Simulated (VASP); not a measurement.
# Au3C in VASP: notebook

One slab, Au3C, is run at these levels: PBE; tasks: single point.

Program: VASP 6.6.1. These are calculated values, not measurements. Logs are shortened: lines on timing, memory, paths and dates and some standing lists are left out, and cuts for length are marked.

### Step 1. The cell of the first run

The cell holds a slab with vacuum, 4 atoms: a = 2.940 Å, b = 2.940 Å, c = 21.897 Å, α = 90.00°, β = 90.00°, γ = 120.00°.

### Step 2. Single point, PBE

Contents of INCAR:

```
SYSTEM = Au3C
PREC = Accurate
ENCUT = 520
EDIFF = 1E-6
ISMEAR = 0
SIGMA = 0.1
LREAL = .FALSE.
LASPH = .TRUE.
NELM = 60
ALGO = Normal
ISIF = 2
LWAVE = .FALSE.
LCHARG = .TRUE.
LDIPOL = .TRUE.
IDIPOL = 3
DIPOL = 0.5 0.5 0.336
GGA = PE
LELF = .TRUE.
LVHAR = .TRUE.
LVACPOTAV = .TRUE.
NBANDS = 26
```

Contents of KPOINTS:

```
Automatic mesh
0
G
  9 9 1
  0 0 0
```

Contents of POSCAR:

```
Au3C
1.0
    2.9402049748      0.0000000000      0.0000000000
   -1.4701024874      2.5462922005      0.0000000000
    0.0000000000      0.0000000000     21.8974947720
Au C
3 1
Direct
    0.6666666667      0.3333333333      0.1826692981
    0.3333333333      0.6666666667      0.2945190844
    0.0000000000      0.0000000000      0.4063247812
    0.4444444444     -0.4444444444      0.4606688974
```

Potentials or basis: VASP PAW PBE potentials, release 64 (Au, C).

On the command line:

```bash
$ cat potpaw_PBE.64/Au/POTCAR potpaw_PBE.64/C/POTCAR > POTCAR
$ mpirun -np 1 vasp_std > vasp.out
```

OUTCAR:

```text
SYSTEM = Au3C
   PREC = Accurate
   ENCUT = 520
   EDIFF = 1E-6
   ISMEAR = 0
   LREAL = .FALSE.
   LASPH = .TRUE.
   NELM = 60
   ISIF = 2
   GGA = PE

 ion  position               nearest neighbor table
   1  0.667  0.333  0.183-   2 2.98   2 2.98   2 2.98
   2  0.333  0.667  0.295-   3 2.98   3 2.98   3 2.98   1 2.98   1 2.98   1 2.98
   3  0.000  0.000  0.406-   4 1.91   4 1.91   4 2.56   2 2.98   2 2.98   2 2.98
   4  0.444  0.556  0.461-   3 1.91   3 1.91   3 2.56

  LATTYP: Found a hexagonal cell.
 ALAT       =     2.9402049748
 C/A-ratio  =     7.4476082313

  Lattice vectors:

 A1 = (   2.9402049748,   0.0000000000,   0.0000000000)
 A2 = (  -1.4701024874,   2.5462922005,   0.0000000000)
 A3 = (   0.0000000000,   0.0000000000,  21.8974947720)

Analysis of symmetry for initial positions (statically):
=====================================================================
 Subroutine PRICEL returns:
 Original cell was already a primitive cell.

 Routine SETGRP: Setting up the symmetry group for a
 hexagonal supercell.

 Subroutine GETGRP returns: Found  2 space group operations
 (whereof  2 operations were pure point group operations)
 out of a pool of 24 trial point group operations.

The static configuration has the point symmetry C_1h.

Analysis of symmetry for dynamics (positions and initial velocities):
=====================================================================
 Subroutine PRICEL returns:
 Original cell was already a primitive cell.

 Routine SETGRP: Setting up the symmetry group for a
 hexagonal supercell.

 Subroutine GETGRP returns: Found  2 space group operations
 (whereof  2 operations were pure point group operations)
 out of a pool of 24 trial point group operations.

The dynamic configuration has the point symmetry C_1h.

 Subroutine INISYM returns: Found  2 space group operations
 (whereof  2 operations are pure point group operations),
 and found     1 'primitive' translations

----------------------------------------------------------------------------------------

                                     Primitive cell

  volume of cell :     163.9382

  direct lattice vectors                    reciprocal lattice vectors
     2.940204975  0.000000000  0.000000000     0.340112342  0.196363952  0.000000000
    -1.470102487  2.546292200  0.000000000     0.000000000  0.392727904  0.000000000
     0.000000000  0.000000000 21.897494772     0.000000000  0.000000000  0.045667325

  length of vectors
     2.940204975  2.940204975 21.897494772     0.392727904  0.392727904  0.045667325

[... 90 lines left out ...]
   ISYM   =      2    0-nonsym 1-usesym 2-fastsym
   POTIM  = 0.5000    time-step for ionic-motion
   TEBEG  =    0.0;   TEEND  =   0.0 temperature during run
   PSTRESS=    0.0 pullay stress
   NELECT =      37.0000    total number of electrons
   NUPDOWN=      -1.0000    fix difference up-down
   EMIN   =  10.00;   EMAX   =-10.00  energy-range for DOS
   EFERMI =   0.00;   METHOD = LEGACY
   ISMEAR =     0;   SIGMA  =   0.10  broadening in eV -4-tet -1-fermi 0-gaus
   EFERMI_NEDOS =   21; number of points for ismear=-14 and -15
   IALGO  =     38    algorithm
   IMIX   =      4    mixing-type and parameters
     AMIX     =   0.40;   BMIX     =  1.00
     AMIX_MAG =   1.60;   BMIX_MAG =  1.00
  volume/ion in A,a.u.               =      40.98       276.58
  Fermi-wavevector in a.u.,A,eV,Ry     =   0.996740  1.883566 13.517266  0.993491
  Thomas-Fermi vector in A             =   2.128849
   LORBIT       =      0    0 simple, 1 ext, 2 COOP (PROOUT), +10 PAW based schemes
   GGA     = PE    functional components
   LHFCALC =     F    Hartree Fock is set to
   AEXX    =    0.0000 exact exchange contribution
   IVDW    =     0    specifies the selected vdW correction
   LEPSILON=     F    determine dielectric tensor
   LRPA    =     F    only Hartree local field effects (RPA)
 non-spin polarized calculation
 Gauss-broadening in eV      SIGMA  =   0.10
  energy-cutoff  :      520.00
  volume of cell :      163.94
 maximum number of plane-waves:      4481
 NGX is ok and might be reduce to    24
   NGX = 11   NGY = 11   NGZ = 81

 dipolmoment           0.000000      0.000000     -0.039808 electrons x Angstroem

 number of electron      36.9999996 magnetization

 dipolmoment           0.000000      0.000000      0.041819 electrons x Angstroem

 Free energy of the ion-electron system (eV)
  ---------------------------------------------------
  ext. energy  EPLUGINS =         0.00000000
  ---------------------------------------------------
  free energy    TOTEN  =       -13.19462362 eV

  energy without entropy =      -13.18910218  energy(sigma->0) =      -13.19186290

 E-fermi :  -0.5386     XC(G=0):  -5.3298

 val. band max:       -0.5882926394   @ k =  -0.1111   0.4444   0.0000
 cond. band min:      -0.5161114689   @ k =  -0.2222   0.2222   0.0000
 fundamental gap:      0.0721811705
 Fermi energy:        -0.5385577250

 k-point     1 :       0.0000    0.0000    0.0000
  band No.  band energies     occupation
      1     -14.4962      2.00000
      2      -8.7421      2.00000
      3      -8.3031      2.00000
      4      -7.8577      2.00000
      5      -7.4185      2.00000
      6      -7.0247      2.00000
[... 685 lines left out ...]
     25       6.3501      0.00000
     26       8.0595      0.00000

 [... further k-points ...]

------------------------ aborting loop because EDIFF is reached ----------------------------------------

  FORCE on cell =-STRESS in cart. coord.  units (eV):
  Direction    XX          YY          ZZ          XY          YZ          ZX
  --------------------------------------------------------------------------------------
  -------------------------------------------------------------------------------------
  Total        3.5510551      6.4428724      2.8237986      2.5043873      0.6733342     -1.1662448
  in kB       34.7046536     62.9665408     27.5971361     24.4755123      6.5805318    -11.3977736
  external PRESSURE =      41.7561102 kB  Pullay stress =       0.0000000 kB

 VOLUME and BASIS-vectors are now :
 -----------------------------------------------------------------------------
  energy-cutoff  :      520.00
  volume of cell :      163.94
      direct lattice vectors                 reciprocal lattice vectors
     2.940204975  0.000000000  0.000000000     0.340112342  0.196363952  0.000000000
    -1.470102487  2.546292200  0.000000000     0.000000000  0.392727904  0.000000000
     0.000000000  0.000000000 21.897494772     0.000000000  0.000000000  0.045667325

 POSITION                                       TOTAL-FORCE (eV/Angst)
 -----------------------------------------------------------------------------------
      1.47010      0.84876      4.00000         0.005802     -0.003350      0.090535
     -0.00000      1.69753      6.44923         0.043270     -0.024982     -0.220506
      0.00000      0.00000      8.89749         0.818245     -0.472414     -2.197908
      0.49003      1.41461     10.08749        -0.867317      0.500746      2.327880
 -----------------------------------------------------------------------------------
    total drift:                                0.000082     -0.000047     -0.000003

  FREE ENERGIE OF THE ION-ELECTRON SYSTEM (eV)
  ---------------------------------------------------
  free  energy   TOTEN  =       -13.1946236222 eV

  energy  without entropy=      -13.1891021826  energy(sigma->0) =      -13.19186290

 vacuum level on the upper side and lower side of the slab         5.893         4.883
```

Run time: 2.3 min. Hardware: 1 thread of Intel Xeon Platinum 8559C (Emerald Rapids), shared host; peak memory 0.35 GiB.

Results:

```yaml
Free_energy: -13.1946 eV
Largest_force: 2.534 eV/Å
Band_gap_on_the_k_mesh: none (metal or under the smearing width)
Work_function_of_the_upper_face: 6.43 eV
Work_function_of_the_lower_face: 5.42 eV
```

Forces on the atoms (eV/Å):
```
Au   0.006 -0.003  0.091
Au   0.043 -0.025 -0.221
Au   0.818 -0.472 -2.198
C   -0.867  0.501  2.328
```

### Step 3. Single point, PBE

Contents of INCAR:

```
PREC = Accurate
ENCUT = 520
EDIFF = 1E-6
ISMEAR = 0
SIGMA = 0.1
LREAL = False
LASPH = True
NELM = 60
ALGO = Fast
ISIF = 2
LWAVE = False
LCHARG = False
LDIPOL = True
IDIPOL = 3
DIPOL = 0.5 0.5 0.344
GGA = PE
NBANDS = 26
```

Contents of KPOINTS:

```
regular mesh
0
Gamma
  9 9 1
```

Changes to POSCAR since step 2:

```diff
@@ -11,2 +11,2 @@
     0.0000000000      0.0000000000      0.4063247812
-    0.4444444444     -0.4444444444      0.4606688974
+    0.2222222222     -0.2222222222      0.4935493710
```

Potentials or basis: VASP PAW PBE potentials, release 64 (Au, C).

On the command line:

```bash
$ cat potpaw_PBE.64/Au/POTCAR potpaw_PBE.64/C/POTCAR > POTCAR
$ mpirun -np 1 vasp_std > vasp.out
```

OUTCAR:

```text
PREC = Accurate
   ENCUT = 520
   EDIFF = 1E-6
   ISMEAR = 0
   LREAL = False
   LASPH = True
   NELM = 60
   ISIF = 2
   GGA = PE

 ion  position               nearest neighbor table
   1  0.667  0.333  0.183-   2 2.98   2 2.98   2 2.98
   2  0.333  0.667  0.295-   3 2.98   3 2.98   3 2.98   1 2.98   1 2.98   1 2.98
   3  0.000  0.000  0.406-   4 2.22   4 2.79   4 2.79   2 2.98   2 2.98   2 2.98
   4  0.222  0.778  0.494-   3 2.22   3 2.79   3 2.79

  LATTYP: Found a hexagonal cell.
 ALAT       =     2.9402049748
 C/A-ratio  =     7.4476082313

  Lattice vectors:

 A1 = (   2.9402049748,   0.0000000000,   0.0000000000)
 A2 = (  -1.4701024874,   2.5462922005,   0.0000000000)
 A3 = (   0.0000000000,   0.0000000000,  21.8974947720)

Analysis of symmetry for initial positions (statically):
=====================================================================
 Subroutine PRICEL returns:
 Original cell was already a primitive cell.

 Routine SETGRP: Setting up the symmetry group for a
 hexagonal supercell.

 Subroutine GETGRP returns: Found  2 space group operations
 (whereof  2 operations were pure point group operations)
 out of a pool of 24 trial point group operations.

The static configuration has the point symmetry C_1h.

Analysis of symmetry for dynamics (positions and initial velocities):
=====================================================================
 Subroutine PRICEL returns:
 Original cell was already a primitive cell.

 Routine SETGRP: Setting up the symmetry group for a
 hexagonal supercell.

 Subroutine GETGRP returns: Found  2 space group operations
 (whereof  2 operations were pure point group operations)
 out of a pool of 24 trial point group operations.

The dynamic configuration has the point symmetry C_1h.

 Subroutine INISYM returns: Found  2 space group operations
 (whereof  2 operations are pure point group operations),
 and found     1 'primitive' translations

----------------------------------------------------------------------------------------

                                     Primitive cell

  volume of cell :     163.9382

  direct lattice vectors                    reciprocal lattice vectors
     2.940204975  0.000000000  0.000000000     0.340112342  0.196363952  0.000000000
    -1.470102487  2.546292200  0.000000000     0.000000000  0.392727904  0.000000000
     0.000000000  0.000000000 21.897494772     0.000000000  0.000000000  0.045667325

  length of vectors
     2.940204975  2.940204975 21.897494772     0.392727904  0.392727904  0.045667325

  position of ions in fractional coordinates (direct lattice)
     0.666666667  0.333333333  0.182669298
     0.333333333  0.666666667  0.294519084
     0.000000000  0.000000000  0.406324781
     0.222222222  0.777777778  0.493549371

  ion indices of the primitive-cell ions
   primitive index   ion index
                 1           1
                 2           2
                 3           3
                 4           4

----------------------------------------------------------------------------------------

 KPOINTS: regular mesh

Automatic generation of k-mesh.
 Grid dimensions read from file:
 generate k-points for:    9    9    1

 Generating k-lattice:

  Cartesian coordinates                     Fractional coordinates (reciprocal lattice)
[... 43 lines left out ...]
   total plane-waves  NPLWV =  96768
   dimension x,y,z NGX =    24 NGY =   24 NGZ =  168
   dimension x,y,z NGXF=    48 NGYF=   48 NGZF=  336
   ions per type =               3   1
   NGX,Y,Z   is equivalent  to a cutoff of  13.57, 13.57, 12.75 a.u.
   NGXF,Y,Z  is equivalent  to a cutoff of  27.14, 27.14, 25.51 a.u.
 SYSTEM =  unknown system
   PREC   = accura    normal or accurate (medium, high low for compatibility)
   ISTART =      0    job   : 0-new  1-cont  2-samecut
   ICHARG =      2    charge: 1-file 2-atom 10-const
   ISPIN  =      1    spin polarized calculation?
   LNONCOLLINEAR =      F non collinear calculations
   LSORBIT =      F    spin-orbit coupling
   LASPH  =      T    aspherical Exc in radial PAW
   ENCUT  =  520.0 eV  38.22 Ry    6.18 a.u.   5.47  5.47 40.71*2*pi/ulx,y,z
   NELM   =     60;   NELMIN=  2; NELMDL= -5     # of ELM steps
   EDIFF  = 0.1E-05   stopping-criterion for ELM
   LREAL  =      F    real-space projection
   EDIFFG = 0.1E-04   stopping-criterion for IOM
   NSW    =      0    number of steps for IOM
   IBRION =     -1    ionic relax: 0-MD 1-quasi-New 2-CG
   NFREE  =      0    steps in history (QN), initial steepest desc. (CG)
   ISIF   =      2    stress and relaxation
   ISYM   =      2    0-nonsym 1-usesym 2-fastsym
   POTIM  = 0.5000    time-step for ionic-motion
   TEBEG  =    0.0;   TEEND  =   0.0 temperature during run
   PSTRESS=    0.0 pullay stress
   NELECT =      37.0000    total number of electrons
   NUPDOWN=      -1.0000    fix difference up-down
   EMIN   =  10.00;   EMAX   =-10.00  energy-range for DOS
   EFERMI =   0.00;   METHOD = LEGACY
   ISMEAR =     0;   SIGMA  =   0.10  broadening in eV -4-tet -1-fermi 0-gaus
   EFERMI_NEDOS =   21; number of points for ismear=-14 and -15
   IALGO  =     68    algorithm
   IMIX   =      4    mixing-type and parameters
     AMIX     =   0.40;   BMIX     =  1.00
     AMIX_MAG =   1.60;   BMIX_MAG =  1.00
  volume/ion in A,a.u.               =      40.98       276.58
  Fermi-wavevector in a.u.,A,eV,Ry     =   0.996740  1.883566 13.517266  0.993491
  Thomas-Fermi vector in A             =   2.128849
   LORBIT       =      0    0 simple, 1 ext, 2 COOP (PROOUT), +10 PAW based schemes
   GGA     = PE    functional components
   LHFCALC =     F    Hartree Fock is set to
   AEXX    =    0.0000 exact exchange contribution
   IVDW    =     0    specifies the selected vdW correction
   LEPSILON=     F    determine dielectric tensor
   LRPA    =     F    only Hartree local field effects (RPA)
 non-spin polarized calculation
 RMM-DIIS sequential band-by-band and
 Gauss-broadening in eV      SIGMA  =   0.10
  energy-cutoff  :      520.00
  volume of cell :      163.94
 maximum number of plane-waves:      4481
 NGX is ok and might be reduce to    24
   NGX = 11   NGY = 11   NGZ = 81

 dipolmoment           0.000000      0.000000     -0.012786 electrons x Angstroem

 number of electron      36.9999996 magnetization

 dipolmoment           0.000000      0.000000      0.042406 electrons x Angstroem

 Free energy of the ion-electron system (eV)
  ---------------------------------------------------
  ext. energy  EPLUGINS =         0.00000000
  ---------------------------------------------------
  free energy    TOTEN  =       -12.93341764 eV

  energy without entropy =      -12.92473331  energy(sigma->0) =      -12.92907548

 E-fermi :  -0.5276     XC(G=0):  -5.5472

 val. band max:       -0.5468714997   @ k =   0.4444   0.4444   0.0000
 cond. band min:      -0.4783294621   @ k =  -0.2222  -0.4444   0.0000
 fundamental gap:      0.0685420377
 Fermi energy:        -0.5276360939

 k-point     1 :       0.0000    0.0000    0.0000
  band No.  band energies     occupation
      1     -11.7999      2.00000
      2      -8.7544      2.00000
      3      -7.5460      2.00000
      4      -7.0316      2.00000
      5      -5.1198      2.00000
      6      -5.0980      2.00000
[... 685 lines left out ...]
     25       6.1340      0.00000
     26       7.1866      0.00000

 [... further k-points ...]

------------------------ aborting loop because EDIFF is reached ----------------------------------------

 vacuum level on the upper side and lower side of the slab       (xc-potential included)         0.375        -0.670

  FORCE on cell =-STRESS in cart. coord.  units (eV):
  Direction    XX          YY          ZZ          XY          YZ          ZX
  --------------------------------------------------------------------------------------
  -------------------------------------------------------------------------------------
  Total       -3.3658095     -3.4528163     -2.9010657     -0.0753501      0.1527419     -0.2645564
  in kB      -32.8942382    -33.7445602    -28.3522720     -0.7364005      1.4927553     -2.5855236
  external PRESSURE =     -31.6636901 kB  Pullay stress =       0.0000000 kB

 VOLUME and BASIS-vectors are now :
 -----------------------------------------------------------------------------
  energy-cutoff  :      520.00
  volume of cell :      163.94
      direct lattice vectors                 reciprocal lattice vectors
     2.940204975  0.000000000  0.000000000     0.340112342  0.196363952  0.000000000
    -1.470102487  2.546292200  0.000000000     0.000000000  0.392727904  0.000000000
     0.000000000  0.000000000 21.897494772     0.000000000  0.000000000  0.045667325

 POSITION                                       TOTAL-FORCE (eV/Angst)
 -----------------------------------------------------------------------------------
      1.47010      0.84876      4.00000         0.000575     -0.000332      0.074067
     -0.00000      1.69753      6.44923        -0.016743      0.009667      0.009506
      0.00000      0.00000      8.89749         0.174695     -0.100860      1.211907
     -0.49003      1.98045     10.80749        -0.158527      0.091525     -1.295480
 -----------------------------------------------------------------------------------
    total drift:                                0.000040     -0.000023     -0.000209

  FREE ENERGIE OF THE ION-ELECTRON SYSTEM (eV)
  ---------------------------------------------------
  free  energy   TOTEN  =       -12.9334176417 eV

  energy  without entropy=      -12.9247333096  energy(sigma->0) =      -12.92907548

 vacuum level on the upper side and lower side of the slab         5.673         4.644
```

stdout:

```text
POSCAR found type information on POSCAR AuC
 POSCAR found :  2 types and       4 ions
 scaLAPACK will be used
 LDA part: xc-table for (Slater+PW92), standard interpolation
 POSCAR, INCAR and KPOINTS ok, starting setup
 FFT: planning ... GRIDC
 FFT: planning ... GRID_SOFT
 FFT: planning ... GRID
 WAVECAR not read
 entering main loop
```

Run time: 85 s. Hardware: 1 thread of Intel Xeon Platinum 8559C (Emerald Rapids), shared host; peak memory 0.35 GiB.

What came out:

| Item | Value |
| --- | --- |
| Free energy | -12.9334 eV |
| Largest force | 1.308 eV/Å |
| Band gap on the k mesh | none (metal or under the smearing width) |

Forces in eV/Å, atoms in the order of the input:
```
Au   0.001  0.000  0.074
Au  -0.017  0.010  0.010
Au   0.175 -0.101  1.212
C   -0.159  0.092 -1.295
```

Levels at points of the mesh, in eV from the Fermi level:
```
           k point  band 17  band 18  band 19  band 20  band 21  band 22
(0.00, 0.00, 0.00)    -1.97    -1.91    -1.87    -0.17     2.40     2.47
```

The run has no spin-orbit coupling, so splittings on Au are missing.

[end of part 1 of 2]
